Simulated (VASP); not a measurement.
All values below come from AM05 GGA, VASP's PBE PAW potentials (set 64) (plane waves; VASP).

VASP ran on this input.

**KPOINTS**
```
Automatic mesh
0
Gamma
7 7 7
0 0 0
```

INCAR:
```
SYSTEM=InAs
PREC=Accurate; ENCUT=520; LREAL=.FALSE.
LASPH=.TRUE.
EDIFF=1E-6; NELM=100; ALGO=Normal
LMAXMIX=4
ISMEAR=0; SIGMA=0.05
GGA=AM
IBRION=2; NSW=60; ISIF=3
EDIFFG=-0.01
LWAVE=.FALSE.; LCHARG=.FALSE.
```

File POSCAR:
```
InAs
1
    0.0000000000     3.0300000000     3.0300000000
    3.0300000000     0.0000000000     3.0300000000
    3.0300000000     3.0300000000     0.0000000000
In As
1 1
Direct
  0.0000000000   0.0000000000   0.0000000000
  0.2500000000   0.2500000000   0.2500000000
```

POTCAR, in this order: In_d As (PBE.64 set). Program: vasp_std.

What VASP printed:

### OSZICAR
```
       N       E                     dE             d eps       ncg     rms          rms(c)
DAV:   1     0.116621378185E+03    0.11662E+03   -0.86279E+03   520   0.150E+03
DAV:   2     0.386640058874E+00   -0.11623E+03   -0.11277E+03   525   0.331E+02
DAV:   3    -0.801861302922E+01   -0.84053E+01   -0.83427E+01   695   0.927E+01
DAV:   4    -0.823480352457E+01   -0.21619E+00   -0.21608E+00   600   0.166E+01
DAV:   5    -0.824295876982E+01   -0.81552E-02   -0.81550E-02   769   0.284E+00    0.435E+00
DAV:   6    -0.798734588949E+01    0.25561E+00   -0.46125E-01   791   0.134E+01    0.242E+00
DAV:   7    -0.796079882295E+01    0.26547E-01   -0.13448E-01   735   0.388E+00    0.683E-01
DAV:   8    -0.796167643084E+01   -0.87761E-03   -0.14550E-02   590   0.169E+00    0.220E-01
DAV:   9    -0.796263706231E+01   -0.96063E-03   -0.16373E-03   615   0.418E-01    0.125E-01
DAV:  10    -0.796280416149E+01   -0.16710E-03   -0.22136E-04   636   0.194E-01    0.801E-02
DAV:  11    -0.796287785814E+01   -0.73697E-04   -0.22951E-04   570   0.153E-01    0.536E-02
DAV:  12    -0.796287759615E+01    0.26199E-06   -0.10891E-05   560   0.256E-02    0.145E-02
DAV:  13    -0.796287812068E+01   -0.52453E-06   -0.28697E-06   610   0.120E-02
   1 F= -.79628781E+01 E0= -.79627657E+01  d E =-.796288E+01
       N       E                     dE             d eps       ncg     rms          rms(c)
DAV:   1    -0.812022519725E+01   -0.15735E+00   -0.40622E+00   665   0.452E+01    0.240E+00
DAV:   2    -0.799074434979E+01    0.12948E+00   -0.26752E-01   625   0.125E+01    0.914E-01
DAV:   3    -0.796736118937E+01    0.23383E-01   -0.77002E-02   685   0.620E+00    0.448E-01
DAV:   4    -0.796723301429E+01    0.12818E-03   -0.30896E-03   550   0.619E-01    0.313E-01
DAV:   5    -0.796686454674E+01    0.36847E-03   -0.30850E-04   658   0.180E-01    0.148E-01
DAV:   6    -0.796682574607E+01    0.38801E-04   -0.15279E-04   714   0.138E-01    0.233E-02
DAV:   7    -0.796682431020E+01    0.14359E-05   -0.14449E-05   657   0.677E-02    0.654E-03
DAV:   8    -0.796682467724E+01   -0.36704E-06   -0.33036E-06   585   0.350E-02
   2 F= -.79668247E+01 E0= -.79667122E+01  d E =-.394656E-02
       N       E                     dE             d eps       ncg     rms          rms(c)
DAV:   1    -0.798075198175E+01   -0.13928E-01   -0.33175E-01   665   0.123E+01    0.733E-01
DAV:   2    -0.796947572881E+01    0.11276E-01   -0.24561E-02   625   0.399E+00    0.260E-01
DAV:   3    -0.796761593045E+01    0.18598E-02   -0.57906E-03   685   0.172E+00    0.142E-01
DAV:   4    -0.796760151823E+01    0.14412E-04   -0.23145E-04   520   0.160E-01    0.976E-02
DAV:   5    -0.796757729510E+01    0.24223E-04   -0.28474E-05   643   0.564E-02    0.388E-02
DAV:   6    -0.796757789680E+01   -0.60170E-06   -0.11253E-05   759   0.407E-02    0.832E-03
DAV:   7    -0.796757731425E+01    0.58255E-06   -0.10721E-06   365   0.202E-02
   3 F= -.79675773E+01 E0= -.79674649E+01  d E =-.469919E-02
```

**OUTCAR**
```
------------------------ aborting loop because EDIFF is reached ----------------------------------------
  FORCE on cell =-STRESS in cart. coord.  units (eV):
  Direction    XX          YY          ZZ          XY          YZ          ZX
  --------------------------------------------------------------------------------------
  Total       -0.0056020     -0.0056020     -0.0056020     -0.0000000      0.0000000      0.0000000
  in kB       -0.1578103     -0.1578103     -0.1578103     -0.0000000      0.0000000      0.0000000
  external PRESSURE =      -0.1578103 kB  Pullay stress =       0.0000000 kB
  volume of cell :       56.87
      direct lattice vectors                 reciprocal lattice vectors
    -0.000000000  3.052310620  3.052310620    -0.163810327  0.163810327  0.163810327
     3.052310620 -0.000000000  3.052310620     0.163810327 -0.163810327  0.163810327
     3.052310620  3.052310620 -0.000000000     0.163810327  0.163810327 -0.163810327
  FREE ENERGIE OF THE ION-ELECTRON SYSTEM (eV)
  ---------------------------------------------------
  free  energy   TOTEN  =        -7.9675773142 eV

  energy  without entropy=       -7.9673524421  energy(sigma->0) =       -7.96746488

 reached required accuracy - stopping structural energy minimisation
```
(Selected blocks of OUTCAR.)

**CONTCAR**
```
InAs
   1.00000000000000
    -0.0000000000000000    3.0523106202506942    3.0523106202506942
     3.0523106202506942   -0.0000000000000000    3.0523106202506942
     3.0523106202506942    3.0523106202506942   -0.0000000000000000
  In              As
     1     1
Direct
     0.0000000000000000    0.0000000000000000    0.0000000000000000
     0.2500000000000000    0.2500000000000000    0.2500000000000000
```

Energy and stress use the plane-wave basis of the starting cell.

The compound is InAs in the zinc blende structure. This run relaxes it. Symmetry was kept, so distortions that lower it aren't found.
